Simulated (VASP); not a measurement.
Input:

```
PbSe
1.0
    0.00000     3.04992     3.04992
    3.04992     0.00000     3.04992
    3.04992     3.04992     0.00000
Pb Se
1 1
Direct
  0.00000   0.00000   0.00000
  0.50000   0.50000   0.50000
```

All values below come from PBEsol GGA with spin-orbit coupling, VASP's PBE PAW potentials (set 64) (plane waves; VASP). Numerical set-up: 400 eV cut-off, 7×7×7 Γ-centred mesh, Gaussian smearing of 0.050 eV, potentials Pb_d Se.

Task: Give the energies of bands 13 to 26 at the high-symmetry points, in eV from the valence-band maximum.

Result: 
```csv
band,Γ,X,U,L,W
13,-6.09,-7.17,-7.86,-8.65,-7.83
14,-6.09,-7.17,-7.86,-8.65,-7.83
15,-2.20,-4.97,-4.56,-1.46,-4.30
16,-2.20,-4.97,-4.56,-1.46,-4.30
17,-1.57,-3.40,-2.74,-1.24,-4.10
18,-1.57,-3.40,-2.74,-1.24,-4.10
19,-1.57,-2.93,-2.21,0.00,-0.64
20,-1.57,-2.93,-2.21,0.00,-0.64
21,3.41,3.75,3.23,0.20,1.86
22,3.41,3.75,3.23,0.20,1.86
23,5.59,4.90,4.28,1.51,5.03
24,5.59,4.90,4.28,1.51,5.03
25,5.59,6.36,5.58,2.35,5.13
26,5.59,6.36,5.58,2.35,5.13
```

The gap is direct, 0.21 eV, from the valence maximum at L to the conduction minimum at L.

The structure comes from a measured PbSe entry (Fm-3m) of the Crystallography Open Database, whose conditions weren't checked. It was relaxed first.
